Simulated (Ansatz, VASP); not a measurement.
# Cross-check of Fe2Mo3 (2 ML Fe on Mo(110), 3 substrate layers) between VASP and Ansatz

Aim: how closely do two programs agree when they are given the same cell, functional and k mesh?

Program: Ansatz 0.2.0. Level of theory: plane waves, with VASP 6.6.1 beside it; single point at LDA. Results are calculated unless marked as measured.

### Step 1. Starting point

The cell holds 5 atoms: 3 Mo and 2 Fe. Its edges and angles: a = 2.725 Å, b = 2.725 Å, c = 22.517 Å, α = 90.0°, β = 90.0°, γ = 109.5°. It derives from Fe2Mo3 (2 ML Fe on Mo(110), 3 substrate layers), repeated 1×1×1. Pseudomorphic film on the measured substrate lattice, hard-sphere layer spacings, unrelaxed. Vacuum lies along c.

### Step 2. Ansatz: single point, LDA

Ansatz runs on its default PAW (the set named soft_2) files.

A single point gives forces, pressure and levels at one fixed geometry, so differences don't come from the geometry; what else differs is listed under the comparison.

input.yaml

```yaml
crystal:
  lattice:
    - [1.573415, -2.225145, 0.0]
    - [1.573415, 2.225145, 0.0]
    - [0.0, 0.0, 22.516942]
  atoms:
    - { symbol: Mo, position: [0.0, 0.0, 0.310877] }
    - { symbol: Mo, position: [0.5, 0.5, 0.409698] }
    - { symbol: Mo, position: [0.0, 0.0, 0.508519] }
    - { symbol: Fe, position: [0.5, 0.5, 0.601702] }
    - { symbol: Fe, position: [0.0, 0.0, 0.689123] }
hamiltonian:
  xc: lda
  pseudopotentials: { kind: paw }
kpoints:
  mp_grid: { grid: [9, 9, 1] }
scf:
  occupations: { method: methfessel_paxton, width: 0.05 }
  n_extra_bands: 5
output:
  forces: true
  eigenvalues: true
```

The run is started by

```bash
$ ansatz run input.yaml --threads 2 --pin off --max-ram 4608MiB --backend cpu --events-out ev --progress --plain --runs-dir out
```

Numbers of over 12 decimals in the logs are rounded to 6 here.

Log:

```text
scf.n_extra_bands = 5 over 37 filled bands (N_el = 74.0): the run solves 42 bands
Engine: ansatz 0.2.0, aarch64-unknown-linux-gnu
Pseudopotentials: kind: paw
Pseudopotential: Mo, paw, valence charge 14, recommended cutoff 420 eV (normal), Mo.paw.azcp
Pseudopotential: Fe, paw, valence charge 16, recommended cutoff 420 eV (normal), Fe.paw.azcp
Functional definition: SPW92
  exchange = slater_x
  correlation = pw_c
Crystal: 5 atoms, lattice volume = 157.667 Å³
Basis set: ecut = 420 eV, 3133 PW (Γ)
Bands: 42, of which v1, the nominal top of the filled ones, is band 37 counted from 1 (36 counted from 0)
Symmetry: 4 space group operations
Space group: Cmm2 (ITA 35), of the structure as read, at distance tolerance 5.4e-5 Å
k-points: 25 of 81
Non-local potential: Mo, projectors of the file, l = 0: 3, l = 1: 2, l = 2: 2, l = 3: 1
Non-local potential: Fe, projectors of the file, l = 0: 3, l = 1: 2, l = 2: 3, l = 3: 1
PAW form: soft (Blöchl's): semilocal exchange-correlation on the pseudo side does not see the compensation charge
PAW frozen core: Mo, regenerated for the run's functional, and the local potential with it (the file was generated under x = pbe(κ = 0.804, μ = 0.219515), c = pbe(β = 0.066725))
PAW frozen core: Fe, regenerated for the run's functional, and the local potential with it (the file was generated under x = pbe(κ = 0.804, μ = 0.219515), c = pbe(β = 0.066725))
PAW one-centre angular grid: Mo, 590 points (default); XC on 64 Gauss nodes
PAW one-centre angular grid: Fe, 590 points (default); XC on 64 Gauss nodes
Initial density: superposition of atomic densities (neutral atoms: chi_scale 0, normalization atom), corrected by the library's trained network
Initial wavefunctions: pseudopotential atomic-orbital guess
Functional: x = slater, c = lda
SCF iter   1: F=—  HF=-23363.345584 eV  |F-HF|=—  |Δ(HF+E_count)|=         —  Δρ=2.90e-2  dr2=4.05e0  ethr=1.77e-3  ⟨swp⟩=8.9  Hψ=4999  notcnv=0
preconditioner: auto → LDOS  [metal: Δε(μ)=0.010 eV  Ē_g=2.803 eV  σ=0.050 eV  W_gap=0.16  n_scr=16 (ndim 8)  ℏωp=17.2 eV  f_vac=0.468  D(μ)=9.34/eV (n_scr^D=104)  β→1.0]
SCF iter   2: F=—  HF=-23363.491485 eV  |F-HF|=—  |Δ(HF+E_count)|=   1.46e-1  S|Δr|=    0.00e0  Δρ=5.50e-2  dr2=2.26e1  ethr=1.77e-3  ⟨swp⟩=2.0  Hψ=1377  notcnv=0  defer=6  recentre
SCF iter   3: F=—  HF=-23363.315892 eV  |F-HF|=—  |Δ(HF+E_count)|=   1.76e-1  S|Δr|=    0.00e0  Δρ=1.64e-2  dr2=1.30e0  ethr=1.77e-3  ⟨swp⟩=2.4  Hψ=1436  notcnv=0  defer=6
SCF iter   4: F=—  HF=-23363.307988 eV  |F-HF|=—  |Δ(HF+E_count)|=   7.90e-3  S|Δr|=    0.00e0  Δρ=4.44e-3  dr2=1.47e-1  ethr=1.76e-3  ⟨swp⟩=1.0  Hψ=1217  notcnv=0  defer=1
SCF iter   5: F=—  HF=-23363.307385 eV  |F-HF|=—  |Δ(HF+E_count)|=   6.03e-4  S|Δr|=    0.00e0  Δρ=1.74e-3  dr2=1.66e-2  ethr=1.98e-4  ⟨swp⟩=1.2  Hψ=1065  notcnv=0  defer=6
SCF iter   6: F=—  HF=-23363.307454 eV  |F-HF|=—  |Δ(HF+E_count)|=   6.91e-5  S|Δr|=    0.00e0  Δρ=8.11e-4  dr2=2.28e-3  ethr=2.25e-5  ⟨swp⟩=1.8  Hψ=1297  notcnv=0  defer=6
SCF iter   7: F=—  HF=-23363.307705 eV  |F-HF|=—  |Δ(HF+E_count)|=   2.51e-4  S|Δr|=    0.00e0  Δρ=3.75e-4  dr2=7.23e-4  ethr=3.08e-6  ⟨swp⟩=1.7  Hψ=1165  notcnv=0  defer=6
SCF iter   8: F=—  HF=-23363.307697 eV  |F-HF|=—  |Δ(HF+E_count)|=   7.88e-6  S|Δr|=    0.00e0  Δρ=2.63e-4  dr2=2.61e-4  ethr=9.77e-7  ⟨swp⟩=1.4  Hψ=1087  notcnv=0  defer=6
SCF iter   9: F=—  HF=-23363.307691 eV  |F-HF|=—  |Δ(HF+E_count)|=   6.04e-6  S|Δr|=    0.00e0  Δρ=9.30e-5  dr2=1.10e-5  ethr=3.52e-7  ⟨swp⟩=1.6  Hψ=1100  notcnv=0  defer=6
SCF iter  10: F=—  HF=-23363.307727 eV  |F-HF|=—  |Δ(HF+E_count)|=   3.66e-5  S|Δr|=    0.00e0  Δρ=3.60e-5  dr2=8.43e-7  ethr=1.48e-8  ⟨swp⟩=2.3  Hψ=1486  notcnv=0  defer=6
SCF iter  11: F=—  HF=-23363.307732 eV  |F-HF|=—  |Δ(HF+E_count)|=   4.59e-6  S|Δr|=    0.00e0  Δρ=1.92e-5  dr2=4.12e-7  ethr=1.14e-9  ⟨swp⟩=2.1  Hψ=1376  notcnv=0  defer=6
SCF iter  12: F=—  HF=-23363.307733 eV  |F-HF|=—  |Δ(HF+E_count)|=   1.50e-6  S|Δr|=    0.00e0  Δρ=9.11e-6  dr2=1.44e-7  ethr=5.56e-10  ⟨swp⟩=1.8  Hψ=1174  notcnv=0  defer=6
SCF iter  13: F=-23363.307734 eV  HF=-23363.307734 eV  |F-HF|=1.12e-8  |Δ(HF+E_count)|=   6.00e-7  S|Δr|=    0.00e0  Δρ=2.21e-6  dr2=3.79e-8  ethr=1.35e-10  ⟨swp⟩=7.6  Hψ=4006  notcnv=0
SCF 1 converged in 13 iterations: F = -23363.307734 eV  dr2 = 3.79e-8
  greatest PAW one-centre occupation: 1.001 electrons in one spin orbital (limit 2), on the Fe atom at site 4 (counted from 0), in its partial waves of l = 1
SCF converged after 13 iterations
Stability not checked: this state was not tested for a lower state beside it, because cold or Methfessel-Paxton smearing, or corrected tetrahedra, fill the levels in a way that the test cannot read (fill_not_monotonic; see scf.lower_state_search)
Free energy (F): -23363.307734 eV
Harris-Foulkes:  -23363.307734 eV  (|F-HF|=1.12e-8)
Internal energy: -23363.307030 eV  (E = F + TS)
E sigma→0 (E₀):  -23363.307558 eV
Entropy (-TS):   -0.000704 eV (-0.141 meV/atom)
Fermi energy:    6.091100 eV
--- Per-component energies (eV) ---
  E_band       = -1591.254684
  E_kinetic    = 2012.195099
  E_local      = -82105.575474  (includes V_loc(G=0)·N_el)
  E_nonlocal   = 890.699571
  E_hartree    = 39814.500022
  E_xc         = -773.155364
  E_vxc        = -978.161721  (∫ρ·V_xc dr)
  E_paw        = -11878.626386  (= ΣΔE_a)
  E_vpaw       = -1039.459532  (= ΣTr[D̂ρ^β])
  E_aug_tail   = 0.001757  (compensation charges beyond the density's cutoff)
  E_ewald      = 28674.432225
  E_core_change = 2.221520  (= ΣΔE_core)
  E_smearing   = -0.000704  (= −TS)
  E_closure    = -0.000000  (closes the sum)
  Σ components = -23363.307734   (vs F -23363.307734, Δ=0.00e0)
--- Forces (eV/Å), atoms counted from 1 ---
  atom   1  Mo     0.00000000     0.00000000     1.09895284
  atom   2  Mo     0.00000000    -0.00000000    -0.56580429
  atom   3  Mo     0.00000000     0.00000000     1.03602560
  atom   4  Fe     0.00000000     0.00000000     0.70474856
  atom   5  Fe     0.00000000    -0.00000000    -2.27384984
  max |Σ_I F_I| component: 7.29e-5 eV/Å
--- Band table (eV; the first three rows and the last of 25) ---
  k-point 0: bands = [... 33 lower, 5.0988, 5.3047, 5.5978, 5.9508, 6.0076, 6.0510, 6.2289, 6.4451, ... 1 higher]
  k-point 1: bands = [... 33 lower, 5.1479, 5.3108, 5.6809, 5.8894, 5.9629, 6.0163, 6.1269, 6.2153, ... 1 higher]
  k-point 2: bands = [... 33 lower, 4.9479, 5.1679, 5.7432, 5.8214, 6.0480, 6.1147, 6.2132, 6.3422, ... 1 higher]
  k-point 24: bands = [... 33 lower, 6.1035, 6.2320, 6.5584, 6.6291, 6.8330, 6.9752, 7.1827, 7.6360, ... 1 higher]
```

It took 17 s on 2 threads of Arm Neoverse N1, shared host; peak memory 0.4 GiB.

The column dr2 measures how far the density is from self-consistency, as an energy; F and HF (Harris–Foulkes) agree once it is small.

### Step 3. VASP: single point, LDA

The same cell, functional (in two slightly different forms), mesh and smearing now go to VASP, with its own data sets and cutoff.

Lines of VASP's logs that name or quote its potential files are left out, and so is its time.

INCAR

```
SYSTEM = Fe2Mo3
PREC = Normal
ENCUT = 350
EDIFF = 1E-06
NELM = 150
ISMEAR = 1
SIGMA = 0.05
LREAL = .FALSE.
ALGO = Normal
GGA = CA
NBANDS = 23
LASPH = .TRUE.
LORBIT = 11
LWAVE = .FALSE.
LCHARG = .FALSE.
KPAR = 2
AMIX = 0.2
BMIX = 1E-04
AMIX_MAG = 0.8
BMIX_MAG = 1E-04
```

POSCAR

```
Fe2Mo3
1.0
    1.5734150000     -2.2251450000      0.0000000000
    1.5734150000      2.2251450000      0.0000000000
    0.0000000000      0.0000000000     22.5169420000
Mo Fe
3 2
Direct
    0.0000000000      0.0000000000      0.3108770000
    0.5000000000      0.5000000000      0.4096980000
    0.0000000000      0.0000000000      0.5085190000
    0.5000000000      0.5000000000      0.6017020000
    0.0000000000      0.0000000000      0.6891230000
```

KPOINTS

```
Automatic mesh
0
Gamma
9 9 1
0 0 0
```

Potentials, in the order of the species: Mo and Fe (LDA family, release 64).

The run is started by

```bash
$ mpirun -np 2 vasp_std
```

Log:

```text
[banner, memory and clock lines left out]
running    2 mpi-ranks, on    1 nodes
 distrk:  each k-point on    1 cores,    2 groups
 distr:  one band on    1 cores,    1 groups

 POSCAR found type information on POSCAR MoFe
 POSCAR found :  2 types and       5 ions
 LDA part: xc-table for (Slater(with rela. corr.)+CA(PZ))
 , standard interpolation
 POSCAR, INCAR and KPOINTS ok, starting setup
 FFT: planning ... GRIDC
 FFT: planning ... GRID_SOFT
 FFT: planning ... GRID
 WAVECAR not read
 entering main loop
       N       E                     dE             d eps       ncg     rms          rms(c)
DAV:   1     0.192046051822E+03    0.19205E+03   -0.10813E+04  1150   0.967E+02
DAV:   2    -0.266032404750E+02   -0.21865E+03   -0.20274E+03  1213   0.280E+02
DAV:   3    -0.550273674566E+02   -0.28424E+02   -0.25992E+02  1958   0.912E+01
DAV:   4    -0.577240621281E+02   -0.26967E+01   -0.24887E+01  1726   0.282E+01
DAV:   5    -0.580355207321E+02   -0.31146E+00   -0.29100E+00  1935   0.755E+00    0.344E+01
DAV:   6    -0.602554390439E+03   -0.54452E+03   -0.52741E+03  2279   0.605E+02    0.282E+02
DAV:   7    -0.400090173623E+03    0.20246E+03   -0.31305E+02  1416   0.161E+02    0.131E+02
DAV:   8    -0.347431175930E+02    0.36535E+03   -0.21708E+03  2231   0.111E+02    0.488E+01
DAV:   9    -0.844606924035E+02   -0.49718E+02   -0.43841E+02  1771   0.124E+02    0.491E+01
DAV:  10    -0.807682479944E+02    0.36924E+01   -0.48851E+02  2061   0.108E+02    0.433E+01
[... 92 further cycles ...]
DAV: 103    -0.499916609788E+02    0.20472E-03   -0.13297E-04  1449   0.481E-02    0.260E-02
DAV: 104    -0.499917008888E+02   -0.39910E-04   -0.10349E-05  1559   0.193E-02    0.209E-02
DAV: 105    -0.499917083839E+02   -0.74951E-05   -0.94014E-07   890   0.749E-03    0.187E-02
DAV: 106    -0.499918563512E+02   -0.14797E-03   -0.63858E-05  1558   0.385E-02    0.446E-02
DAV: 107    -0.499918338262E+02    0.22525E-04   -0.16131E-05  1365   0.276E-02    0.261E-02
DAV: 108    -0.499918391804E+02   -0.53542E-05   -0.49530E-06   954   0.200E-02    0.633E-03
DAV: 109    -0.499918433892E+02   -0.42089E-05   -0.11267E-06   772   0.849E-03    0.811E-03
DAV: 110    -0.499918674252E+02   -0.24036E-04   -0.33200E-06   901   0.709E-03    0.645E-03
DAV: 111    -0.499918688950E+02   -0.14699E-05   -0.14919E-06   897   0.530E-03    0.711E-03
DAV: 112    -0.499918691141E+02   -0.21901E-06   -0.22225E-07   729   0.409E-03
   1 F= -.49991869E+02 E0= -.49991390E+02  d E =-.143682E-02
```

Parts of OUTCAR (step 3):

```text
ion  position               nearest neighbor table
   1  0.000  0.000  0.311-   2 2.73   2 2.73   2 3.15   2 3.15
   2  0.500  0.500  0.410-   1 2.73   3 2.73   1 2.73   3 2.73   1 3.15   3 3.15   1 3.15   3 3.15

  LATTYP: Found a base centered orthorhombic cell.
 ALAT       =     3.1468300000
 B/A-ratio  =     1.4142136690
 C/A-ratio  =     7.1554364233

 Subroutine GETGRP returns: Found  4 space group operations
 (whereof  4 operations were pure point group operations)

The static configuration has the point symmetry C_2v.

 Found     25 irreducible k-points:

   k-points           NKPTS =     25   k-points in BZ     NKDIM =     25   number of bands    NBANDS=     23

   dimension x,y,z NGX =    12 NGY =   12 NGZ =  108
   dimension x,y,z NGXF=    24 NGYF=   24 NGZF=  216

   ENCUT  =  350.0 eV  25.72 Ry    5.07 a.u.   4.16  4.16 34.35*2*pi/ulx,y,z

   NELECT =      34.0000    total number of electrons

 k-points in reciprocal lattice and weights: Automatic mesh
   0.00000000  0.00000000  0.00000000       0.012
   0.11111111  0.00000000  0.00000000       0.049
   0.22222222 -0.00000000  0.00000000       0.049
   0.33333333  0.00000000  0.00000000       0.049
   0.44444444 -0.00000000  0.00000000       0.049
   0.11111111  0.11111111  0.00000000       0.025
   0.22222222  0.11111111  0.00000000       0.049
   0.33333333  0.11111111  0.00000000       0.049
   0.44444444  0.11111111  0.00000000       0.049
[...]
0.44444444  0.44444444  0.00000000       0.025
  -0.44444444  0.44444444  0.00000000       0.025

 average (electrostatic) potential at core
       1 -43.4895       2 -43.6833       3 -43.6595       4 -49.5545       5 -49.3778

 E-fermi :   0.1022

 k-point     1 :       0.0000    0.0000    0.0000
  band No.  band energies     occupation
    ...
     15      -0.6660      2.00000
     16      -0.4050      2.00000
     17      -0.0402      2.00042
     18       0.0186      2.03949
     19       0.0626      1.97629
     20       0.2374     -0.00089
     21       0.4501     -0.00000
     22       0.6384     -0.00000
     23       1.3316      0.00000

 k-point     2 :       0.1111    0.0000    0.0000
  band No.  band energies     occupation
    ...
     15      -0.6691      2.00000
     16      -0.3059      2.00000
     17      -0.0973      2.00000
     18      -0.0280      2.00143
     19       0.0261      2.05321
     20       0.1357      0.10333
     21       0.2248     -0.00288
     22       0.4406     -0.00000
     23       1.2108      0.00000

 k-point     3 :       0.2222   -0.0000    0.0000
  band No.  band energies     occupation
    ...
     14      -1.0503      2.00000
     15      -0.8075      2.00000
     16      -0.2398      2.00000
     17      -0.1666      2.00000
     18       0.0586      2.01284
     19       0.1241      0.33303
     20       0.2176     -0.00525
     21       0.3484     -0.00000
     22       0.8920     -0.00000
     23       1.1704      0.00000

  Total      -14.3806663    -16.1489864    -11.9280366      0.0000000      0.0000000      0.0000000
  in kB     -146.1330948   -164.1023661   -121.2100237      0.0000000      0.0000000      0.0000000
  external PRESSURE =    -143.8151615 kB  Pullay stress =       0.0000000 kB

  energy-cutoff  :      350.00
  volume of cell :      157.67
      direct lattice vectors                 reciprocal lattice vectors
     1.573415000 -2.225145000  0.000000000     0.317780115 -0.224704457  0.000000000
     1.573415000  2.225145000  0.000000000     0.317780115  0.224704457  0.000000000
     0.000000000  0.000000000 22.516942000     0.000000000  0.000000000  0.044411004

 POSITION                                       TOTAL-FORCE (eV/Angst)
 -----------------------------------------------------------------------------------
      0.00000      0.00000      7.00000         0.000000      0.000000      1.183879
      1.57342      0.00000      9.22515        -0.000000      0.000000     -0.574664
      0.00000      0.00000     11.45029        -0.000000      0.000000      0.971245
      1.57342      0.00000     13.54849         0.000000      0.000000      0.683776
      0.00000      0.00000     15.51694        -0.000000      0.000000     -2.264235
 -----------------------------------------------------------------------------------
    total drift:                               -0.000000      0.000000     -0.003692

  FREE ENERGIE OF THE ION-ELECTRON SYSTEM (eV)
  ---------------------------------------------------
  free  energy   TOTEN  =       -49.9918691141 eV

  energy  without entropy=      -49.9904322968  energy(sigma->0) =      -49.99139017

 total charge
# of ion       s       p       d       tot
------------------------------------------
    1        0.506   0.395   4.249   5.149
    2        0.520   0.553   4.315   5.388
    3        0.512   0.518   4.275   5.304
    4        0.422   0.409   6.197   7.028
    5        0.398   0.259   6.171   6.828
--------------------------------------------------
tot          2.358   2.134  25.206  29.698

[... 3 further parts left out ...]
```

This run has no spin polarisation, so a moment on Fe, if there is one, isn't seen. The data set Mo keeps the semicore shell frozen, which is cheaper and a little less accurate.

### Step 4. Side by side

Known differences besides the potentials themselves: the two LDA forms differ slightly; the data sets hold 74 valence electrons in Ansatz (default PAW (the set named soft_2) files) and 34 in VASP; the cutoff is 420 eV in Ansatz and 350 eV in VASP (PREC = Normal); VASP's log shows a relativistic correction to its local exchange, Ansatz's none. Total energies have different zeros and are not compared.

Forces (eV/Å; atoms numbered as in POSCAR):

```csv
atom,"Ansatz x, y, z","VASP x, y, z"
Mo1,"0.000, 0.000, 1.099","0.000, 0.000, 1.184"
Mo2,"0.000, 0.000, -0.566","0.000, 0.000, -0.575"
Mo3,"0.000, 0.000, 1.036","0.000, 0.000, 0.971"
Fe4,"0.000, 0.000, 0.705","0.000, 0.000, 0.684"
Fe5,"0.000, 0.000, -2.274","0.000, 0.000, -2.264"
```

The forces differ by 28 meV/Å r.m.s., which is 3.8 % of the r.m.s. force of 0.74 eV/Å (both taken over all components).

### Step 5. What the set-up changes

Further runs change the set-up of one program: Ansatz's method, potentials or start, or VASP's data sets, cutoff or form of LDA. The table gives Ansatz less VASP for each quantity, since a change that brings one quantity closer may part another.

| run | r.m.s. force difference (meV/Å) |
| --- | --- |
| as above | 28 |
| cores kept as stored | 29 |
| norm-conserving potentials (cutoff 1225 eV) | 36 |

### Step 6. What came out

| Property | Result |
| --- | --- |
| r.m.s. force difference (single point, LDA) | 3.8 % of the r.m.s. force |

**Reading.** The r.m.s. force difference is 3.8 % of the r.m.s. force (single point, LDA), beyond the 3 % picked in this series as the mark of a large difference. Single point, LDA, norm-conserving potentials (cutoff 1225 eV): r.m.s. force difference goes from 28 to 36 meV/Å. 1 further run of this series is not shown here. How closely two codes agree says nothing of how well the functional describes the real material.

[Lines on the potential files, build, host, timing and source positions are cut from VASP's logs without a mark.]

[Logs are printed without paths, hosts, clocks, repeated set-up lines and the standing remarks that a program may print on its own settings, such as how far it seeks lower states.]

[Hosts, paths, dates, database ids (printed as entryN), source tags and the programs' standing remarks are cut or masked in the printed files.]
